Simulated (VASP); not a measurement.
```
SnC
1.0
    3.47882     0.00000     0.00000
   -1.73941     3.01275     0.00000
    0.00000     0.00000     5.69449
Sn C
2 2
Cartesian
  0.00000   2.00850   5.69315
  1.73941   1.00425   2.84590
  0.00000   2.00850   2.13678
  1.73941   1.00425   4.98402
```

Method: PBEsol GGA, VASP's PBE PAW potentials (set 64) (plane waves; VASP). Numerical set-up: 620 eV cut-off, 7×7×4 Γ-centred mesh, Gaussian smearing of 0.050 eV, potentials Sn_d C.

Task: What does the run give for the energy per atom (σ→0), pressure?

Result: 
- energy per atom (σ→0) = -6.150 eV/atom
- pressure = 9.92 GPa

Total energies compare only between runs with the same potentials, cut-off and functional.

The structure was generated: SnC was put into the wurtzite type (P6_3mc), which need not be its known phase. It was relaxed first under an external pressure of 10 GPa.
